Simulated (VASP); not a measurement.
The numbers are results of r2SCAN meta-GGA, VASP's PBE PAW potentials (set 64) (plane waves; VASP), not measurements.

Gaps are without spin-orbit coupling.

**Question.** Order these relaxed crystals by band gap, smallest first: CaO, Fm-3m (225); Rb2H4Pd, P4_2/mnm (136); TiO2, I4_1/amd (141); AlInSb2, P-4m2 (115).

**Answer.** AlInSb2, P-4m2 (115) (0.95 eV), TiO2, I4_1/amd (141) (2.52 eV), Rb2H4Pd, P4_2/mnm (136) (3.29 eV), CaO, Fm-3m (225) (4.19 eV)
